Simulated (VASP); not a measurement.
**CdTe: band gap against strain**

CdTe (zinc blende, F-43m, 36.071 Å³/atom and stress up to 0.25 GPa in the relaxed cell, cube axes along x, y and z) under an equal strain ε along all three axes. PBE in VASP (plane waves, PAW), 480 eV, 8×8×8 Γ-centred mesh, Gaussian smearing 0.05 eV; ions are relaxed, or left where forces stay under 0.02 eV/Å, within the symmetry of each cell. Against the start cell, which lies near the measured one, the relaxed cell differs by 6.1 % in volume; the values below rest on it. Gaps are the smallest on the run's k-mesh, which can miss an edge that lies off it, without spin-orbit coupling; in all rows the valence edge lies at Γ and the conduction edge at Γ.

Here s stands for strain and Eg for gap.

```csv
strain (%),gap (eV)
-3.00,?
-1.50,0.732
-1.00,0.686
-0.50,0.641
0.00,0.596
0.50,0.552
1.00,0.509
1.50,0.466
```

Question: Fit Eg against s with a straight line, and predict the withheld value at s = -3.00.

Answer: Means: s 0, Eg 0.5974. About the means, the sum of products is -0.62050 and the sum of squares of s is 7.0000; the slope is their ratio. Least squares gives Eg = 0.5974 - 0.08864·s. Residuals (row less fit): 0.0016, 0.0000, -0.0007, -0.0014, -0.0011, 0.0002, 0.0016; standard error 0.0013 (degrees of freedom: 5). Over these rows the gap moves by -8.86 ± 0.05 eV per unit strain, or -3.0 eV per unit of ln V. At the withheld row, Eg = 0.5974 - 0.08864 × (-3.0) = 0.8633 eV. The calculation gives 0.874 eV, 0.0107 eV above the prediction (2.6 % of the range of Eg in the table). The row lies outside the fitted rows, so this is an extrapolation. From the scatter of the fitted rows alone, a prediction at this place has a standard error of 0.0021 eV, so the miss is 5.1 times that.

A polynomial of degree 2 through the 12 other runs of the series gives 0.874 there, so most of the miss is curvature that the fit leaves out. Other structures, which can take over under pressure, weren't tried. Spin-orbit coupling is left out, which can shift this property for CdTe. Rows are the converged runs of the series near zero and its far end; series whose fitted rows scatter by over a few per cent of the range, as at a crossing or softening among them, aren't shown in this form, nor equations of state whose B0' disagrees with the runs' pressures. Most that stay on the fit to the last digits aren't either.
